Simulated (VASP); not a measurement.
NbTe:

```
Te Nb
1.0
     3.70297    0.00000    0.00000
    -1.85149    3.20687    0.00000
     0.00000    0.00000    3.69421
Te Nb
1 1
Cartesian
  1.8515 1.0690 0.0000
  0.0000 0.0000 1.8471
```

The cell comes from a database or a generator and needn't be the stable form of this composition.

- Program: VASP 6.6.1
- Task: relaxation of cell and atoms
- Functional: LDA
- Potentials or basis: VASP PAW LDA potentials, release 64 (Te, Nb_sv)
- Cutoff: 600 eV
- k mesh: 8 × 8 × 6
- Occupations: fermi-dirac, width 0.05 eV
- Spin: no spin polarisation

At the start: pressure -7.6 GPa; volume 21.93 Å³/atom.

**Question.** Where does the relaxation end?

**Answer.** Over 9 steps the energy falls by 33.2 meV/atom and the volume is 20.59 Å³/atom (-6.1 %); space group P-6m2 (No. 187, to 0.05 Å).

Step by step:
| step | energy change (eV) | largest force (eV/Å) | pressure (GPa) | volume (Å³) |
| --- | --- | --- | --- | --- |
| 1 | 0.0000 | 0.0000 | -7.56 | 43.87 |
| 2 | 0.1120 | 0.0000 | 16.55 | 37.62 |
| 3 | -0.0641 | 0.0000 | -0.27 | 41.37 |
| 4 | -0.0642 | 0.0000 | -0.07 | 41.31 |
| 5 | -0.0641 | 0.0000 | 0.11 | 41.26 |
| 6 | -0.0661 | 0.0000 | 0.16 | 41.17 |
| 7 | -0.0663 | 0.0000 | 0.19 | 41.13 |
| 8 | -0.0663 | 0.0000 | -0.30 | 41.27 |
| 9 | -0.0664 | 0.0000 | 0.00 | 41.18 |

Final structure:
```yaml
crystal:
  lattice:
    - [3.61107, 0.00000, 0.00000]
    - [-1.80554, 3.12728, 0.00000]
    - [0.00000, 0.00000, 3.64675]
  atoms:
    - { symbol: Te, position: [0.66667, 0.33333, 0.00000] }
    - { symbol: Nb, position: [0.00000, 0.00000, 0.50000] }
```
